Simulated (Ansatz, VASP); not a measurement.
## Two plane-wave programs on RbAg2

Contents of INCAR:

```
SYSTEM = RbAg2
PREC = Accurate
ENCUT = 600
EDIFF = 1E-6
ISMEAR = 0
SIGMA = 0.1
LREAL = .False.
LASPH = .True.
NELM = 100
ALGO = Normal
ISIF = 3
LWAVE = .False.
LCHARG = .False.
GGA = PE
IBRION = 2
NSW = 100
EDIFFG = -0.01
```

KPOINTS

```
Automatic mesh
0
Gamma
  10 10 10
  0 0 0
```

Contents of POSCAR:

```
RbAg2
1.0
    4.7697538599      0.0000000000      0.0000000000
    0.0000000000      4.7697538599      0.0000000000
    0.0000000000      0.0000000000      5.4071863713
Rb Ag
1 2
Direct
    0.5000000000      0.5000000000      0.0000000000
    0.0000000000      0.0000000000      0.7484745991
    0.0000000000      0.0000000000      0.2515254009
```

Input for Ansatz:

```yaml
crystal:
  lattice:
    - [4.7697538599, 0.0, 0.0]
    - [0.0, 4.7697538599, 0.0]
    - [0.0, 0.0, 5.4071863713]
  atoms:
    - { symbol: Rb, position: [0.5, 0.5, 0.0] }
    - { symbol: Ag, position: [0.0, 0.0, 0.7484745991] }
    - { symbol: Ag, position: [0.0, 0.0, 0.2515254009] }
basis:
  ecutwfc: 420
kpoints:
  mp_grid: { grid: [10, 10, 10] }
hamiltonian:
  xc: pbe
scf:
  occupations: { method: gaussian, width: 0.1 }
output:
  forces: true
  stress: true
  eigenvalues: true
relax:
  adjacent_minimum: "off"
  f_tol: 0.01
  max_steps: 80
  cell: { stress_tol: 0.05 }
```

Alike in both runs: task relaxation of cell and atoms; functional PBE; k mesh 10 × 10 × 10; occupations gaussian, width 0.1 eV; no spin polarisation.

|  | VASP | Ansatz |
| --- | --- | --- |
| version | VASP 6.6.1 | Ansatz 0.2.0 |
| potentials or method | VASP PAW PBE potentials, release 64 (Rb_sv, Ag) | scalar-relativistic, plane waves, PAW |
| plane-wave cutoff (eV) | 600 | 420 |
| valence electrons in the cell | 31 | 47 |

```csv
,VASP,Ansatz,Ansatz less VASP
"gap on the k mesh at the Fermi level, each at its own relaxed structure (eV)",none,none,-
relaxed volume (Å³/atom),42.04,42.31,+0.266
relaxed cell length with the largest relative difference (Å),4.842,4.855,+0.0134
energy change over the relaxation (meV/atom),-2,-2,-0.1
```

A gap of «none» marks a metal or a gap that the smearing closes. The two sets of potentials don't hold the same shells in valence.
